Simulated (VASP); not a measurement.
BPd4: band structure with revPBE

BPd4:

```
CELL_PARAMETERS angstrom
2.89203 0.00000 0.00000
0.00000 4.36501 0.00000
0.00000 0.00000 5.85632
ATOMIC_POSITIONS crystal
Pd 0.50000 0.00000 0.19758
Pd 0.00000 0.00000 0.61947
Pd 0.00000 0.50000 0.32916
Pd 0.50000 0.50000 0.86756
B 0.50000 0.00000 0.86323
```

The cell comes from a database or a generator and needn't be the stable form of this composition.

- Program: VASP 6.6.1
- Task: band structure
- Functional: revPBE
- Potentials or basis: VASP PAW PBE potentials, release 64 (Pd, B)
- Cutoff: 520 eV
- k mesh: 7 × 5 × 4
- Occupations: fermi-dirac, width 0.05 eV
- Spin: no spin polarisation
- Further INCAR settings: ALGO = Fast; EDIFF = 1e-06; NBANDS = 30

```
Pressure                : 1.7 GPa
Largest force           : 0.197 eV/Å
Band gap along the path : none (metal or under the smearing width)
```

Forces in eV/Å, atoms in the order of the input:
```
Pd   0.000  0.000 -0.197
Pd   0.000  0.000  0.009
Pd   0.000  0.000  0.068
Pd   0.000  0.000  0.072
B    0.000  0.000  0.048
```

Stress tensor (GPa, compression positive):
```
1.51 0.00 0.00
0.00 2.09 0.00
0.00 0.00 1.56
```

Levels at the corners of the path, in eV from the Fermi level:
```tsv
point	band 17	band 18	band 19	band 20	band 21	band 22	band 23	band 24	band 25	band 26
Γ	-1.43	-1.39	-1.21	-0.83	-0.55	-0.28	0.05	0.42	5.25	5.46
X	-0.67	-0.64	-0.62	-0.33	0.41	0.46	1.77	2.51	3.45	4.71
X	-0.67	-0.64	-0.62	-0.33	0.41	0.46	1.77	2.51	3.45	4.71
S	-0.98	-0.76	-0.39	-0.06	0.76	1.46	2.32	2.40	3.09	3.65
S	-0.98	-0.76	-0.39	-0.06	0.76	1.46	2.32	2.40	3.09	3.65
Y	-1.76	-1.47	-0.99	-0.88	-0.86	-0.75	-0.46	1.42	2.25	3.98
Y	-1.76	-1.47	-0.99	-0.88	-0.86	-0.75	-0.46	1.42	2.25	3.98
Γ	-1.43	-1.39	-1.21	-0.83	-0.55	-0.28	0.05	0.42	5.25	5.46
Γ	-1.43	-1.39	-1.21	-0.83	-0.55	-0.28	0.05	0.42	5.25	5.46
Z	-1.69	-1.31	-1.25	-1.11	-0.84	0.04	1.60	1.94	4.53	5.03
Z	-1.69	-1.31	-1.25	-1.11	-0.84	0.04	1.60	1.94	4.53	5.03
U	-0.73	-0.63	-0.58	-0.31	0.00	0.55	1.54	2.38	2.85	5.61
U	-0.73	-0.63	-0.58	-0.31	0.00	0.55	1.54	2.38	2.85	5.61
R	-1.17	-0.69	-0.62	-0.20	-0.17	1.04	2.23	2.44	2.71	3.48
R	-1.17	-0.69	-0.62	-0.20	-0.17	1.04	2.23	2.44	2.71	3.48
T	-1.25	-1.17	-0.96	-0.89	-0.82	-0.47	-0.44	-0.13	3.30	6.57
T	-1.25	-1.17	-0.96	-0.89	-0.82	-0.47	-0.44	-0.13	3.30	6.57
Z	-1.69	-1.31	-1.25	-1.11	-0.84	0.04	1.60	1.94	4.53	5.03
Y	-1.76	-1.47	-0.99	-0.88	-0.86	-0.75	-0.46	1.42	2.25	3.98
T	-1.25	-1.17	-0.96	-0.89	-0.82	-0.47	-0.44	-0.13	3.30	6.57
U	-0.73	-0.63	-0.58	-0.31	0.00	0.55	1.54	2.38	2.85	5.61
X	-0.67	-0.64	-0.62	-0.33	0.41	0.46	1.77	2.51	3.45	4.71
S	-0.98	-0.76	-0.39	-0.06	0.76	1.46	2.32	2.40	3.09	3.65
R	-1.17	-0.69	-0.62	-0.20	-0.17	1.04	2.23	2.44	2.71	3.48
```

Run time: 2.5 min on 1 thread of Intel(R) Xeon(R) Platinum 8488C (Sapphire Rapids), on a shared host, peak memory 0.26 GiB.

Caveat: the PAW data sets were made with another functional, which shifts forces and pressure a little.
